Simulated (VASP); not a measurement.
An input for Quantum ESPRESSO's pw.x (written as the equivalent of a VASP run, and not itself run):

```
&CONTROL
  calculation = 'scf'
  pseudo_dir = './pseudo'
  outdir = './out'
  tprnfor = .true.
  tstress = .true.
/
&SYSTEM
  ibrav = 0
  nat = 8
  ntyp = 3
  ecutwfc = 94
  occupations = 'smearing'
  smearing = 'gaussian'
  degauss = 0.00735
  input_dft = 'pbesol'
  nspin = 2
  starting_magnetization(2) = 0.3
/
&ELECTRONS
  conv_thr = 7.3e-08
  electron_maxstep = 100
/
ATOMIC_SPECIES
  F 18.998 F.upf
  Cr 51.996 Cr.upf
  Hg 200.592 Hg.upf
CELL_PARAMETERS angstrom
     2.6229720    1.5143730    4.8643650
    -2.6229720    1.5143730    4.8643650
     0.0000000   -3.0287470    4.8643650
ATOMIC_POSITIONS crystal
  F    0.2385000  0.6185000  0.9285000
  F    0.9285000  0.2385000  0.6185000
  F    0.6185000  0.9285000  0.2385000
  F    0.7615000  0.3815000  0.0715000
  F    0.0715000  0.7615000  0.3815000
  F    0.3815000  0.0715000  0.7615000
  Cr   0.0000000  0.0000000  0.0000000
  Hg   0.5000000  0.5000000  0.5000000
K_POINTS automatic
  3 3 3 0 0 0
```

Question: Translate this input to VASP (INCAR, KPOINTS, POSCAR, choice of POTCAR).

Answer: One answer among several that fit: 
**KPOINTS**
```
Automatic mesh
0
Gamma
3 3 3
0 0 0
```

### INCAR
```
GGA=PS   ! PBEsol
ENCUT=400   ! plane-wave cut-off (eV)
ISIF=2   ! forces and stress, cell fixed
NELM=100
SYSTEM=CrHgF6
LWAVE=F
LORBIT=11   ! lm-projected
LASPH=T
ISPIN=2   ! spin-polarised
LREAL=F   ! projection in real space or not
PREC=Accurate
ALGO=Normal
EDIFF=1E-6   ! SCF stop (eV)
MAGMOM=0.0 0.0 0.0 0.0 0.0 0.0 3.0 0.0
LMAXMIX=6   ! l cut-off of mixed one-centre charges
ISMEAR=0
SIGMA=0.1   ! width (eV)
LCHARG=F
```

**POSCAR**
```
CrHgF6
5.7302140
  0.4577441610   0.2642786116   0.8488976153
 -0.4577441610   0.2642786116   0.8488976153
  0.0000000000  -0.5285573977   0.8488976153
F Cr Hg
6 1 1
Cartesian
 -0.1739427812  -0.2642787736   1.5157066922
  0.3158434711  -0.0184996107   1.5157066922
 -0.1419006899   0.2827780728   1.5157066922
  0.1739427812   0.2642785991   1.0309861538
 -0.3158434711   0.0184994362   1.0309861538
  0.1419006899  -0.2827782473   1.0309861538
  0.0000000000   0.0000000000   0.0000000000
  0.0000000000  -0.0000000873   1.2733464230
```

POTCAR, in this order: F Cr_pv Hg (PBE.64 set). Program: vasp_std.

The two are equivalent in intent, not identical: the potentials are each code's own (VASP's PAW set, PseudoDojo norm-conserving files in pw.x), so ENCUT and ecutwfc are chosen apart and not converted; conv_thr bounds pw.x's estimated SCF error, while EDIFF bounds the energy change between steps; starting_magnetization is a fraction of the valence charge and MAGMOM a moment in μB, so they match only roughly.

The structure comes from a measured CrHgF6 entry of the Crystallography Open Database, whose conditions weren't checked. The cell was not relaxed at this level. The k-mesh is coarse (spacing up to 0.48 per Å, 2π included), so the numbers may not be converged in it.
